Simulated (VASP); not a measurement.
## Ba2BiSb2: Sb into a neighbouring Sb vacancy

Aim: the barrier for one hop in Ba2BiSb2: Sb into a neighbouring Sb vacancy. The start is a cell from a database of measured crystal structures.

Calculated with VASP 6.6.1; PBEsol; plane waves and PAW (Bi, Ba_sv, Sb).

Most raw output is cut from this account.

## (1) The host crystal

It takes space group Immm (No. 71, orthorhombic). The conventional cell has a = 4.803 Å, b = 7.688 Å, c = 9.900 Å, α = 90.00°, β = 90.00°, γ = 90.00°. Nearest to Bi lie 4 Sb at 3.32 Å and 4 Ba at 3.67 Å. Ba has 6 Sb at 3.59 to 3.60 Å and 2 Bi at 3.67 Å nearest. Sb has 1 Sb at 3.10 Å and 2 Bi at 3.32 Å and 6 Ba at 3.59 to 3.60 Å nearest. Farther neighbours are not listed.

As a file:

```
Bi Ba Sb
1.0
    -2.40130    3.84390    4.95000
     2.40130   -3.84390    4.95000
     2.40130    3.84390   -4.95000
Bi Ba Sb
1 2 2
Direct
  0.00000 0.00000 0.00000
  0.27979 0.77979 0.50000
  0.72021 0.22021 0.50000
  0.29840 0.50000 0.79840
  0.70160 0.50000 0.20160
```

## (2) Relax the host

First cell and atoms are relaxed at a raised cutoff, so that later runs start from this functional's own cell.

Contents of INCAR:

```
SYSTEM = Ba2BiSb2
PREC = Accurate
ENCUT = 350
EDIFF = 1E-06
NELM = 120
ISMEAR = 1
SIGMA = 0.15
LREAL = .FALSE.
ALGO = Normal
GGA = PS
NBANDS = 23
LORBIT = 11
LWAVE = .FALSE.
LCHARG = .FALSE.
KPAR = 3
LASPH = .TRUE.
IBRION = 2
NSW = 40
ISIF = 3
EDIFFG = -0.02
POTIM = 0.4
```

Contents of POSCAR:

```
Ba2BiSb2
1.0
   -2.4013000000      3.8439000000      4.9500000000
    2.4013000000     -3.8439000000      4.9500000000
    2.4013000000      3.8439000000     -4.9500000000
Bi Ba Sb
1 2 2
Direct
    0.0000000000      0.0000000000      0.0000000000
    0.2797900000      0.7797900000      0.5000000000
    0.7202100000      0.2202100000      0.5000000000
    0.2984000000      0.5000000000      0.7984000000
    0.7016000000      0.5000000000      0.2016000000
```

Contents of KPOINTS:

```
Automatic mesh
0
Gamma
6 6 6
0 0 0
```

PAW data sets: Bi, Ba_sv and Sb (PBE family, release 64).

Started as:

```sh
mpirun -np 3 vasp_std
```

It took 2.4 min on 3 MPI ranks of Intel Xeon 6975P-C (Granite Rapids), shared host; peak memory 1 GiB.

This run has no spin polarisation. Its electron count is odd, so without a moment it is a metal by construction. The k-mesh is coarse for a metal. Harder data sets than Ba_sv exist (the GW ones), and pressures, volumes and forces can shift noticeably with them. The PAW data sets were made with PBE, which is usual practice but a small mismatch for other functionals. The data set Bi keeps the semicore shell frozen, which is cheaper and a little less accurate. The run keeps the 8 symmetry operations of its start, so it cannot find a distortion of lower symmetry.

The steps of the relaxation:

| step | energy less that of the first step (eV) | largest force (eV/Å) | pressure (GPa) | volume (Å³) |
| --- | --- | --- | --- | --- |
| 1 | 0.0000 | 0.0189 | -0.78 | 182.76 |
| 2 | -0.0216 | 0.0241 | 0.00 | 178.99 |
| 3 | -0.0228 | 0.0279 | 0.24 | 177.93 |
| 4 | -0.0257 | 0.0257 | 0.07 | 178.69 |
| 5 | -0.0261 | 0.0250 | -0.03 | 179.13 |
| 6 | -0.0264 | 0.0225 | 0.00 | 179.04 |
| 7 | -0.0267 | 0.0229 | 0.05 | 178.77 |
| 8 | -0.0268 | 0.0229 | 0.08 | 178.64 |
| 9 | -0.0269 | 0.0199 | 0.03 | 178.87 |

| conventional cell, symmetrised | before | after | change |
| --- | --- | --- | --- |
| a (Å) | 4.803 | 4.784 | -0.4 % |
| b (Å) | 7.688 | 7.484 | -2.6 % |
| c (Å) | 9.900 | 9.991 | +0.9 % |
| volume (Å³/atom) | 36.55 | 35.77 | -2.1 % |

The atoms that moved most (Å, as changes of fractional coordinates times the final cell):

| atom | dx | dy | dz | length |
| --- | --- | --- | --- | --- |
| Sb4 | 0.000 | -0.010 | 0.000 | 0.010 |
| Sb5 | 0.000 | 0.010 | 0.000 | 0.010 |
| Ba2 | 0.000 | 0.000 | 0.010 | 0.010 |
| Ba3 | 0.000 | 0.000 | -0.010 | 0.010 |

The relaxed structure:

```
Bi Ba Sb
1.0
    -2.39213    3.74206    4.99558
     2.39213   -3.74206    4.99558
     2.39213    3.74206   -4.99558
Bi Ba Sb
1 2 2
Direct
  0.00000 0.00000 0.00000
  0.28082 0.78082 0.50000
  0.71918 0.21918 0.50000
  0.29701 0.50000 0.79701
  0.70299 0.50000 0.20299
```

This step gave:

* electronic cycles: 61
* electrons: 35
* free energy (TOTEN): -22.00 eV
* energy at zero smearing: -22.00 eV
* Fermi energy: 4.651 eV
* labelled metallic, from the levels on this mesh: yes

The run ended after 9 ionic steps, 0.027 eV below its first step, once forces and stress met EDIFFG = -0.02.

## (3) Relax the start

System of this step: Ba8Bi4Sb7. The cell holds 19 atoms: 4 Bi, 8 Ba and 7 Sb. Its edges and angles: a = 9.991 Å, b = 8.883 Å, c = 13.369 Å, α = 106.2°, β = 138.4°, γ = 90.0°. It derives from Ba2BiSb2. Nearest the centre at fractional (0.500, 0.000, 0.500): Sb17 at 1.54 Å, Ba7 at 3.25 Å, Ba6 at 3.26 Å, Ba9 at 3.28 Å, Ba12 at 3.28 Å, Bi1 at 4.42 Å, Bi4 at 4.44 Å, Ba5 at 4.67 Å.

A path needs two true minima; the start is relaxed with symmetry off.

Contents of INCAR:

```
SYSTEM = Ba8Bi4Sb7
PREC = Normal
ENCUT = 280
EDIFF = 1E-05
NELM = 120
ISMEAR = 1
SIGMA = 0.15
LREAL = Auto
ALGO = Fast
GGA = PS
NBANDS = 86
LORBIT = 11
LWAVE = .FALSE.
LCHARG = .FALSE.
KPAR = 3
LASPH = .TRUE.
IBRION = 2
NSW = 60
ISIF = 2
EDIFFG = -0.05
POTIM = 0.4
MAXMIX = 40
ISYM = 0
```

Contents of POSCAR:

```
Ba8Bi4Sb7
1.0
    0.0000000000      0.0000000000      9.9911598862
    4.7842642784     -7.4841129910      0.0000000000
    4.7842642784      7.4841129910     -9.9911598862
Bi Ba Sb
4 8 7
Direct
    0.0024816103     -0.0003754812      0.0018201514
   -0.0006205977     -0.0039335440      0.4984858632
    0.5003839270      0.4981011992     -0.0003458630
    0.5017471617      0.5005768147      0.5006527683
    0.5280981156      0.2486783487      0.2482430000
    0.5315395513      0.2511986245      0.7513047749
    0.0288585215      0.7487093172      0.2480220153
    0.0339884574      0.7476948577      0.7511530199
    0.4606390756      0.7468571983      0.2418091365
    0.4690178268      0.7488320817      0.7494030057
    0.9713647486      0.2559125177      0.2529408342
    0.9756409654      0.2534056706      0.7551338727
    0.3955620144      0.1026244741      0.8952267885
    0.8957235095      0.6033645475      0.3970911718
    0.8968936141      0.6026085028      0.8970903279
    0.6007303916      0.8986552836      0.1017438709
    0.6045707975      0.8985535541      0.6039285332
    0.0997603314      0.3958153952      0.1007640988
    0.1037328226      0.4017729476      0.6019022700
```

Contents of KPOINTS:

```
Automatic mesh
0
Gamma
3 3 3
0 0 0
```

Started as:

```sh
mpirun -np 3 vasp_std
```

Run time: 8.7 min. Hardware: 3 MPI ranks; peak memory 1.4 GiB; 22 min of CPU time.

The steps of the relaxation:

| step | energy less that of the first step (eV) | largest force (eV/Å) |
| --- | --- | --- |
| 1 | 0.0000 | 0.2108 |
| 2 | -0.0104 | 0.1905 |
| 3 | -0.0316 | 0.1511 |
| 4 | -0.0292 | 0.1919 |
| 5 | -0.0379 | 0.1226 |
| 6 | -0.0419 | 0.1107 |
| 7 | -0.0489 | 0.0829 |
| 8 | -0.0495 | 0.0729 |
| 9 | -0.0535 | 0.0513 |
| 10 | -0.0554 | 0.0542 |
| 11 | -0.0557 | 0.0473 |

The atoms that moved most (Å):

| atom | dx | dy | dz | length |
| --- | --- | --- | --- | --- |
| Sb17 | -0.034 | -0.174 | -0.011 | 0.178 |
| Bi2 | 0.026 | -0.090 | -0.006 | 0.094 |
| Ba9 | 0.017 | 0.071 | 0.019 | 0.076 |
| Sb18 | 0.002 | 0.071 | 0.017 | 0.073 |
| Bi4 | 0.043 | -0.043 | -0.014 | 0.063 |
| Ba8 | 0.015 | -0.022 | -0.049 | 0.055 |
| Ba11 | -0.050 | 0.008 | -0.008 | 0.051 |
| Ba7 | -0.024 | 0.042 | -0.005 | 0.049 |

The relaxed structure:

```xyz
19
Lattice="0.0000 0.0000 9.9912 4.7843 -7.4841 0.0000 4.7843 7.4841 -9.9912" Properties=species:S:1:pos:R:3 pbc="T T T"
Bi   -0.0135    0.0139    0.0034
Bi    2.3921    3.6698   -4.9922
Bi    2.3903   -3.7340    4.9986
Bi    4.8334   -0.0429   -0.0030
Ba    2.3922   -0.0088    2.8287
Ba    4.8135    3.7825   -2.1966
Ba    4.7450   -3.7050   -2.1951
Ba    7.1856    0.0035   -7.2139
Ba    4.7468   -3.7084    2.2056
Ba    7.1726   -0.0016   -2.7780
Ba    2.3848   -0.0145    7.1698
Ba    4.8172    3.7782    2.2004
Sb    4.7881    5.9686   -4.9994
Sb    4.8034   -1.5137    5.0007
Sb    7.1756    2.2206    0.0010
Sb    4.7544   -5.9673    4.9993
Sb    7.1544   -2.3790   -0.0045
Sb    2.3782   -2.1377    0.0074
Sb    4.7885    1.5104   -4.9948
```

Numbers from this step:

- electronic cycles: 93
- electrons: 135
- free energy (TOTEN): -82.0406 eV
- energy at zero smearing: -82.0363 eV
- Fermi energy: 4.325 eV

The run ended after 11 ionic steps, 0.056 eV below its first step, once the forces on the free atoms met EDIFFG = -0.05.

## (4) Relax the end

The end state is relaxed in the same way, so that both ends share their errors.

INCAR is that of step 3.

Contents of POSCAR:

```
Ba8Bi4Sb7
1.0
    0.0000000000      0.0000000000      9.9911598862
    4.7842642784     -7.4841129910      0.0000000000
    4.7842642784      7.4841129910     -9.9911598862
Bi Ba Sb
4 8 7
Direct
   -0.0023388237      0.0016265966     -0.0017104693
   -0.0014885366     -0.0002514101      0.5004775777
    0.4970177373      0.4974187073     -0.0020479375
    0.4982066004      0.4994774080      0.5015070928
    0.5323926744      0.2488953896      0.2521680472
    0.5306379169      0.2473001262      0.7493103680
    0.0292652458      0.7523338265      0.2514112971
    0.0315465847      0.7503657565      0.7491743577
    0.4650129986      0.7525838101      0.2482256471
    0.4706537333      0.7509390057      0.7527555604
    0.9707105972      0.2494024486      0.2505931670
    0.9711641837      0.2514888020      0.7521742155
    0.3948671685      0.0995450589      0.8993728601
    0.8954043134      0.6011628357      0.3982575336
    0.9000550953      0.6030626048      0.8983286796
    0.6045681762      0.8973466464      0.1021283321
    0.3951022255      1.1034672453      0.3981335425
    0.1036345898      0.4023168581      0.1050129381
    0.1032483043      0.3990605363      0.6015425118
```

KPOINTS is that of step 3.

Started as:

```sh
mpirun -np 3 vasp_std
```

The job ended after 9.4 min (3 MPI ranks; peak memory 1.4 GiB).

Relaxation path:

| step | energy less that of the first step (eV) | largest force (eV/Å) |
| --- | --- | --- |
| 1 | 0.0000 | 0.2173 |
| 2 | -0.0097 | 0.1925 |
| 3 | -0.0297 | 0.1374 |
| 4 | -0.0296 | 0.1830 |
| 5 | -0.0361 | 0.1049 |
| 6 | -0.0361 | 0.0958 |
| 7 | -0.0398 | 0.0945 |
| 8 | -0.0473 | 0.0937 |
| 9 | -0.0418 | 0.1445 |
| 10 | -0.0487 | 0.1072 |
| 11 | -0.0524 | 0.0657 |
| 12 | -0.0544 | 0.0442 |

The atoms that moved most (Å):

| atom | dx | dy | dz | length |
| --- | --- | --- | --- | --- |
| Sb17 | 0.014 | 0.172 | 0.027 | 0.175 |
| Sb15 | 0.018 | -0.082 | -0.033 | 0.090 |
| Ba6 | 0.064 | -0.050 | -0.021 | 0.084 |
| Bi4 | -0.060 | 0.038 | 0.026 | 0.076 |
| Bi2 | 0.006 | 0.063 | 0.018 | 0.066 |
| Ba7 | -0.041 | -0.035 | 0.008 | 0.055 |
| Sb13 | 0.031 | -0.021 | 0.037 | 0.052 |
| Ba12 | 0.026 | -0.037 | -0.002 | 0.046 |

Final coordinates:

```cif
data_structure
_symmetry_space_group_name_H-M 'P 1'
_symmetry_Int_Tables_number 1
_cell_length_a 9.9912
_cell_length_b 8.8826
_cell_length_c 13.3688
_cell_angle_alpha 106.196
_cell_angle_beta 138.361
_cell_angle_gamma 90.000
_cell_volume 715.49
loop_
_atom_site_label
_atom_site_type_symbol
_atom_site_fract_x
_atom_site_fract_y
_atom_site_fract_z
_atom_site_occupancy
Bi1 Bi 0.99840 0.00298 0.99972 1
Bi2 Bi 0.00512 0.99620 0.50533 1
Bi3 Bi 0.49898 0.50221 0.99996 1
Bi4 Bi 0.49713 0.49064 0.49779 1
Ba5 Ba 0.52665 0.24985 0.24880 1
Ba6 Ba 0.53186 0.25732 0.75260 1
Ba7 Ba 0.02350 0.75046 0.24480 1
Ba8 Ba 0.03274 0.74960 0.75106 1
Ba9 Ba 0.46389 0.74920 0.24462 1
Ba10 Ba 0.46572 0.74937 0.74992 1
Ba11 Ba 0.97109 0.24946 0.24983 1
Ba12 Ba 0.97118 0.25672 0.75240 1
Sb13 Sb 0.40040 0.10416 0.90121 1
Sb14 Sb 0.89869 0.60085 0.39929 1
Sb15 Sb 0.89315 0.61038 0.89474 1
Sb16 Sb 0.60098 0.89998 0.10200 1
Sb17 Sb 0.41079 0.09345 0.41110 1
Sb18 Sb 0.10169 0.39852 0.10245 1
Sb19 Sb 0.09769 0.39620 0.59921 1
```

This step gave:

```
electronic cycles       : 105
free energy (TOTEN)     : -82.0419 eV
energy at zero smearing : -82.0380 eV
```

The run ended after 12 ionic steps, 0.054 eV below its first step, once the forces on the free atoms met EDIFFG = -0.05.

## (5) Nudged elastic band

Images on a straight line between the ends relax across the path, while springs keep them spaced along it.

Contents of INCAR:

```
SYSTEM = Ba8Bi4Sb7
PREC = Normal
ENCUT = 280
EDIFF = 1E-05
NELM = 120
ISMEAR = 1
SIGMA = 0.15
LREAL = Auto
ALGO = Fast
GGA = PS
NBANDS = 86
LWAVE = .FALSE.
LCHARG = .FALSE.
LASPH = .TRUE.
IMAGES = 3
SPRING = -5
IBRION = 3
POTIM = 0.15
NSW = 60
EDIFFG = -0.05
ISYM = 0
ISIF = 0
SMASS = 1
```

Contents of POSCAR:

```
Ba8Bi4Sb7
1.0
    0.0000000000      0.0000000000      9.9911598862
    4.7842642784     -7.4841129910      0.0000000000
    4.7842642784      7.4841129910     -9.9911598862
Bi Ba Sb
4 8 7
Direct
    0.9998568829      0.9976550916      0.9995170767
    0.9955099364      0.0048251138      0.4951695211
    0.5006463973      0.4992738049      0.0003457369
    0.5019679460      0.5080010014      0.5022675872
    0.5325420603      0.2505908270      0.2494175286
    0.5358975971      0.2503563997      0.7557546929
    0.0286675300      0.7434216966      0.2483760206
    0.0291721930      0.7507285315      0.7511976943
    0.4690964697      0.7438383045      0.2483386208
    0.4714518641      0.7497121378      0.7494985743
    0.9658873280      0.2502083428      0.2482684338
    0.9760862132      0.2510239026      0.7558553052
    0.3987735554      0.1016460181      0.8991542974
    0.9013877879      0.6031309464      0.4008782015
    0.8983698414      0.6015610896      0.8982725958
    0.5985929049      0.8955469300      0.0982177378
    0.5883139664      0.9066410748      0.5887655086
    0.1064676618      0.3913576667      0.1057314676
    0.1014247090      0.3995334301      0.6013430390
```

KPOINTS is that of step 4.

Contents of 00/POSCAR:

```
Ba8Bi4Sb7
1.0
    0.0000000000      0.0000000000      9.9911598862
    4.7842642784     -7.4841129910      0.0000000000
    4.7842642784      7.4841129910     -9.9911598862
Bi Ba Sb
4 8 7
Direct
    0.9998568829      0.9976550916      0.9995170767
    0.9955099364      0.0048251138      0.4951695211
    0.5006463973      0.4992738049      0.0003457369
    0.5019679460      0.5080010014      0.5022675872
    0.5325420603      0.2505908270      0.2494175286
    0.5358975971      0.2503563997      0.7557546929
    0.0286675300      0.7434216966      0.2483760206
    0.0291721930      0.7507285315      0.7511976943
    0.4690964697      0.7438383045      0.2483386208
    0.4714518641      0.7497121378      0.7494985743
    0.9658873280      0.2502083428      0.2482684338
    0.9760862132      0.2510239026      0.7558553052
    0.3987735554      0.1016460181      0.8991542974
    0.9013877879      0.6031309464      0.4008782015
    0.8983698414      0.6015610896      0.8982725958
    0.5985929049      0.8955469300      0.0982177378
    0.5883139664      0.9066410748      0.5887655086
    0.1064676618      0.3913576667      0.1057314676
    0.1014247090      0.3995334301      0.6013430390
```

Contents of 01/POSCAR:

```
Ba8Bi4Sb7
1.0
    0.0000000000      0.0000000000      9.9911598862
    4.7842642784     -7.4841129910      0.0000000000
    4.7842642784      7.4841129910     -9.9911598862
Bi Ba Sb
4 8 7
Direct
    0.9994934102      0.9989869581      0.9995669022
    0.9979126775      0.0026689027      0.4977105618
    0.5002296912      0.5000073168      0.0002485113
    0.5007594200      0.5036596921      0.5011487303
    0.5310688828      0.2504059622      0.2492626122
    0.5348876514      0.2520978121      0.7549650557
    0.0273749170      0.7451800773      0.2474815145
    0.0300644208      0.7504460407      0.7511639617
    0.4677953076      0.7451799291      0.2474078038
    0.4700200418      0.7496262535      0.7496042564
    0.9671887092      0.2500200867      0.2486592056
    0.9748587300      0.2524471553      0.7549902996
    0.3991812027      0.1022750790      0.8996694042
    0.9007125839      0.6025608910      0.4004811129
    0.8970658852      0.6037661176      0.8973892336
    0.5991884423      0.8966541412      0.0991627522
    0.5439333500      0.9533440931      0.5443479919
    0.1052726171      0.3931470860      0.1049102182
    0.1004918890      0.3987012013      0.6008109325
```

Contents of 02/POSCAR:

```
Ba8Bi4Sb7
1.0
    0.0000000000      0.0000000000      9.9911598862
    4.7842642784     -7.4841129910      0.0000000000
    4.7842642784      7.4841129910     -9.9911598862
Bi Ba Sb
4 8 7
Direct
    0.9991299376      1.0003188245      0.9996167278
    1.0003154186      0.0005126916      0.5002516024
    0.4998129850      0.5007408286      0.0001512856
    0.4995508939      0.4993183828      0.5000298734
    0.5295957054      0.2502210974      0.2491076958
    0.5338777057      0.2538392244      0.7541754186
    0.0260823040      0.7469384580      0.2465870084
    0.0309566486      0.7501635500      0.7511302292
    0.4664941456      0.7465215538      0.2464769867
    0.4685882196      0.7495403692      0.7497099385
    0.9684900904      0.2498318306      0.2490499773
    0.9736312469      0.2538704080      0.7541252941
    0.3995888501      0.1029041399      0.9001845110
    0.9000373798      0.6019908355      0.4000840242
    0.8957619290      0.6059711456      0.8965058713
    0.5997839796      0.8977613523      0.1001077666
    0.4995527337      1.0000471114      0.4999304752
    0.1040775724      0.3949365052      0.1040889688
    0.0995590690      0.3978689725      0.6002788260
```

Contents of 03/POSCAR:

```
Ba8Bi4Sb7
1.0
    0.0000000000      0.0000000000      9.9911598862
    4.7842642784     -7.4841129910      0.0000000000
    4.7842642784      7.4841129910     -9.9911598862
Bi Ba Sb
4 8 7
Direct
    0.9987664649      1.0016506910      0.9996665534
    1.0027181598     -0.0016435196      0.5027926431
    0.4993962788      0.5014743405      0.0000540600
    0.4983423678      0.4949770735      0.4989110166
    0.5281225279      0.2500362325      0.2489527793
    0.5328677600      0.2555806368      0.7533857814
    0.0247896911      0.7486968386      0.2456925023
    0.0318488763      0.7498810592      0.7510964966
    0.4651929836      0.7478631784      0.2455461696
    0.4671563973      0.7494544849      0.7498156206
    0.9697914717      0.2496435745      0.2494407490
    0.9724037638      0.2552936606      0.7532602886
    0.3999964974      0.1035332008      0.9006996177
    0.8993621758      0.6014207800      0.3996869356
    0.8944579727      0.6081761737      0.8956225090
    0.6003795170      0.8988685634      0.1010527809
    0.4551721174      1.0467501297      0.4555129586
    0.1028825277      0.3967259245      0.1032677193
    0.0986262490      0.3970367437      0.5997467195
```

Contents of 04/POSCAR:

```
Ba8Bi4Sb7
1.0
    0.0000000000      0.0000000000      9.9911598862
    4.7842642784     -7.4841129910      0.0000000000
    4.7842642784      7.4841129910     -9.9911598862
Bi Ba Sb
4 8 7
Direct
    0.9984029922      1.0029825575      0.9997163789
    1.0051209009     -0.0037997307      0.5053336838
    0.4989795727      0.5022078524     -0.0000431657
    0.4971338418      0.4906357642      0.4977921597
    0.5266493505      0.2498513677      0.2487978629
    0.5318578143      0.2573220491      0.7525961443
    0.0234970781      0.7504552193      0.2447979962
    0.0327411041      0.7495985684      0.7510627640
    0.4638918215      0.7492048030      0.2446153526
    0.4657245750      0.7493686006      0.7499213027
    0.9710928529      0.2494553184      0.2498315208
    0.9711762806      0.2567169133      0.7523952830
    0.4004041448      0.1041622617      0.9012147245
    0.8986869718      0.6008507246      0.3992898470
    0.8931540165      0.6103812017      0.8947391468
    0.6009750544      0.8999757746      0.1019977953
    0.4107915010      1.0934531480      0.4110954419
    0.1016874830      0.3985153438      0.1024464699
    0.0976934290      0.3962045149      0.5992146130
```

Started as:

```sh
mpirun -np 3 vasp_std
```

The job ended after 60 min (3 MPI ranks; peak memory 1.4 GiB).

The path, image by image:

| image | path (A) | energy (eV) | Sb17: x, y, z (Å) |
| --- | --- | --- | --- |
| 0 | 0.000 | 0.0000 | 7.154, -2.379, -0.005 |
| 1 | 0.754 | 0.0733 | 7.185, -3.008, -0.001 |
| 2 | 1.509 | 0.2267 | 7.177, -3.743, -0.004 |
| 3 | 2.265 | 0.0730 | 7.171, -4.478, -0.003 |
| 4 | 3.019 | -0.0017 | 7.198, -5.107, -0.003 |

This step gave:

| Item | Value |
| --- | --- |
| electronic cycles | 264 |
| path length (all atoms, rigid shifts included) | 3.019 Å |
| barrier | 0.2267 eV |
| barrier in the reverse direction | 0.2283 eV |
| barrier from a spline through the images | 0.2267 eV |
| reaction energy | -0.001658 eV |

What the program prints for this run, and its count of cycles, belong to image 1; the force that counts for the threshold is the band's, across the path.

## (6) What came out

| Item | Value |
| --- | --- |
| hop | Sb into a neighbouring Sb vacancy |
| barrier | 0.227 eV |
| barrier in the reverse direction | 0.228 eV |
| barrier from a spline through the images | 0.227 eV |
| reaction energy | -0.00166 eV |
| path length (all atoms, rigid shifts included) | 3.02 Å |

What this shows: The barrier is 0.23 eV forwards and 0.23 eV backwards. With an attempt frequency of 10¹³ per second, taken as a typical value, this barrier gives about 10^9 hops a second at 300 K. Both ends are alike and an image sits at the midpoint, which is the saddle if the path is symmetric. The band met its force threshold after 57 steps. Cell and mesh are small and were not tested. The band started on a straight line, so other routes may lie lower.

[Lines on the potential files, build, host, timing and source positions are cut from VASP's logs without a mark.]

[Logs are printed without paths, hosts, clocks, repeated set-up lines and the standing remarks that a program may print on its own settings, such as how far it seeks lower states.]

[Hosts, paths, dates, database ids (printed as entryN), source tags and the programs' standing remarks are cut or masked in the printed files.]

[Runs that stopped without an error message from VASP are left out.]
